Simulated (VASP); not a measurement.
Level of theory: PBE GGA with spin-orbit coupling, VASP's PBE PAW potentials (set 64) (plane waves; VASP).

Input for VASP

POSCAR:
```
Sr3Pt
1
    5.2683500000     0.0000000000     0.0000000000
    0.0000000000     5.2683500000     0.0000000000
    0.0000000000     0.0000000000     5.2683500000
Sr Pt
3 1
Direct
  0.0000000000   0.5000000000   0.5000000000
  0.5000000000   0.5000000000   0.0000000000
  0.5000000000   0.0000000000   0.5000000000
  0.0000000000   0.0000000000   0.0000000000
```

INCAR:
```
MAGMOM = 12*0.0
EDIFF = 1E-6   # SCF stop (eV)
NELM = 100
SYSTEM = Sr3Pt
LWAVE = .FALSE.
LCHARG = .FALSE.
LASPH = .TRUE.
LREAL = .FALSE.   # projection in real space or not
ISMEAR = 0
GGA = PE   # PBE
ENCUT = 300   # plane-wave cut-off (eV)
ISIF = 2   # forces and stress, cell fixed
LORBIT = 11
LMAXMIX = 6   # l cut-off of mixed one-centre charges
LNONCOLLINEAR = .TRUE.
PREC = Accurate
LSORBIT = .TRUE.
SIGMA = 0.05   # width (eV)
ALGO = Normal
GGA_COMPAT = .FALSE.
```

File KPOINTS:
```
kpoints
0
G
4 4 4
```

POTCAR, in this order: Sr_sv Pt (PBE.64 set). Program: vasp_ncl.

What VASP printed:

**OSZICAR**
```
       N       E                     dE             d eps       ncg     rms          rms(c)
DAV:   1     0.205117260985E+03    0.20512E+03   -0.14473E+04  1016   0.982E+02
DAV:   2     0.938289277256E+01   -0.19573E+03   -0.18843E+03  1096   0.275E+02
DAV:   3    -0.107258812048E+02   -0.20109E+02   -0.19538E+02  1456   0.588E+01
DAV:   4    -0.120586406168E+02   -0.13328E+01   -0.13249E+01  1448   0.152E+01
DAV:   5    -0.121184844730E+02   -0.59844E-01   -0.59795E-01  1384   0.271E+00    0.366E+01
DAV:   6    -0.120108133648E+02    0.10767E+00   -0.62882E-01  1248   0.407E+00    0.211E+01
DAV:   7    -0.119695723582E+02    0.41241E-01   -0.41488E-01  1248   0.254E+00    0.135E+01
DAV:   8    -0.119406925355E+02    0.28880E-01   -0.27742E-01  1168   0.281E+00    0.108E+00
DAV:   9    -0.119398186727E+02    0.87386E-03   -0.20818E-02  1280   0.639E-01    0.341E-01
DAV:  10    -0.119404008288E+02   -0.58216E-03   -0.27201E-03  1296   0.183E-01    0.170E-01
DAV:  11    -0.119405616455E+02   -0.16082E-03   -0.51917E-04  1232   0.102E-01    0.983E-02
DAV:  12    -0.119405568181E+02    0.48274E-05   -0.21365E-04  1256   0.669E-02    0.165E-02
DAV:  13    -0.119405593327E+02   -0.25146E-05   -0.15937E-05  1088   0.128E-02    0.911E-03
DAV:  14    -0.119405598730E+02   -0.54036E-06   -0.25354E-06   952   0.900E-03
   1 F= -.11940560E+02 E0= -.11937033E+02  d E =-.705306E-02  mag=     0.0000     0.0000    -0.0000
```

### OUTCAR
```
------------------------ aborting loop because EDIFF is reached ----------------------------------------
  FORCE on cell =-STRESS in cart. coord.  units (eV):
  Direction    XX          YY          ZZ          XY          YZ          ZX
  --------------------------------------------------------------------------------------
  Total       -1.3630419     -1.3630419     -1.3630419     -0.0000000      0.0000000     -0.0000000
  in kB      -14.9346800    -14.9346800    -14.9346800     -0.0000000      0.0000000     -0.0000000
  external PRESSURE =     -14.9346800 kB  Pullay stress =       0.0000000 kB
  volume of cell :      146.23
      direct lattice vectors                 reciprocal lattice vectors
     5.268350000  0.000000000  0.000000000     0.189812750  0.000000000  0.000000000
     0.000000000  5.268350000  0.000000000     0.000000000  0.189812750  0.000000000
     0.000000000  0.000000000  5.268350000     0.000000000  0.000000000  0.189812750
 POSITION                                       TOTAL-FORCE (eV/Angst)
 -----------------------------------------------------------------------------------
      0.00000      2.63417      2.63417         0.000000      0.000000      0.000000
      2.63417      2.63417      0.00000         0.000000      0.000000      0.000000
      2.63417      0.00000      2.63417         0.000000      0.000000      0.000000
      0.00000      0.00000      0.00000         0.000000      0.000000      0.000000
 -----------------------------------------------------------------------------------
    total drift:                                0.000000      0.000000      0.000000
  FREE ENERGIE OF THE ION-ELECTRON SYSTEM (eV)
  ---------------------------------------------------
  free  energy   TOTEN  =       -11.9405598730 eV

  energy  without entropy=      -11.9335068138  energy(sigma->0) =      -11.93703334

 total charge

# of ion       s       p       d       tot
------------------------------------------
    1        2.062   5.733   0.186   7.982
    2        2.062   5.733   0.186   7.982
    3        2.062   5.733   0.186   7.982
    4        0.693   0.167   8.059   8.918
--------------------------------------------------
tot          6.879  17.367   8.617  32.863

 magnetization (x)

# of ion       s       p       d       tot
------------------------------------------
    1        0.000  -0.000   0.000   0.000
    2        0.000   0.000   0.000   0.000
    3       -0.000   0.000  -0.000  -0.000
    4        0.000   0.000   0.000   0.000
--------------------------------------------------
tot          0.000   0.000   0.000   0.000

 magnetization (y)

# of ion       s       p       d       tot
------------------------------------------
    1       -0.000   0.000  -0.000   0.000
    2        0.000  -0.000  -0.000  -0.000
    3        0.000   0.000   0.000   0.000
    4       -0.000  -0.000   0.000   0.000
--------------------------------------------------
tot         -0.000   0.000   0.000   0.000

 magnetization (z)

# of ion       s       p       d       tot
------------------------------------------
    1       -0.000  -0.000  -0.000  -0.000
    2        0.000   0.000  -0.000   0.000
    3        0.000   0.000   0.000   0.000
    4       -0.000   0.000   0.000   0.000
--------------------------------------------------
tot          0.000   0.000   0.000   0.000

 Ion:    1  E_soc:     -0.1773036

 Ion:    2  E_soc:     -0.1773036

 Ion:    3  E_soc:     -0.1773036

 Ion:    4  E_soc:     -0.6004932
```
(Selected blocks of OUTCAR.)

OUTCAR:
```
 val. band max:        2.9420625865   @ k =   0.5000   0.2500   0.0000

 cond. band min:       3.0924386157   @ k =   0.2500   0.2500   0.2500


 Fermi energy:         2.9751766591

 k-point     1 :       0.0000    0.0000    0.0000
  band No.  band energies     occupation
      1     -33.2095      1.00000
      2     -33.2095      1.00000
      3     -33.1270      1.00000
      4     -33.1270      1.00000
      5     -33.1270      1.00000
      6     -33.1270      1.00000
      7     -16.0532      1.00000
      8     -16.0532      1.00000
      9     -16.0532      1.00000
     10     -16.0532      1.00000
     11     -15.7713      1.00000
     12     -15.7713      1.00000
     13     -15.0874      1.00000
     14     -15.0874      1.00000
     15     -14.9025      1.00000
     16     -14.9025      1.00000
     17     -14.9025      1.00000
     18     -14.9025      1.00000
     19     -14.7458      1.00000
     20     -14.7458      1.00000
     21     -14.6046      1.00000
     22     -14.6046      1.00000
     23     -14.6046      1.00000
     24     -14.6046      1.00000
     25      -1.5623      1.00000
     26      -1.5623      1.00000
     27       0.1522      1.00000
     28       0.1522      1.00000
     29       0.1522      1.00000
     30       0.1522      1.00000
     31       1.1487      1.00000
     32       1.1487      1.00000
     33       1.1487      1.00000
     34       1.1487      1.00000
     35       1.2477      1.00000
     36       1.2477      1.00000
     37       1.3399      1.00000
     38       1.3399      1.00000
     39       4.0671      0.00000
     40       4.0671      0.00000
     41       4.0671      0.00000
     42       4.0671      0.00000
     43       4.2251      0.00000
     44       4.2251      0.00000
     45       4.4078      0.00000
     46       4.4078      0.00000
     47       4.4078      0.00000
     48       4.4078      0.00000

 k-point     2 :       0.2500    0.0000    0.0000
  band No.  band energies     occupation
...
```

At this cut-off the stress carries a Pulay error, which pulls relaxed volumes low.

The structure was generated: Sr3Pt was put into an ordered model structure, which need not be its known phase. The cell was not relaxed at this level. The run is one of a series of settings (GGA_COMPAT = .FALSE., LNONCOLLINEAR = .TRUE., LSORBIT = .TRUE., MAGMOM = 0.0 0.0 0.0 0.0 0.0 0.0 0.0 0.0 0.0 0.0 0.0 0.0, program vasp_ncl against the base run), some of them coarse on purpose.
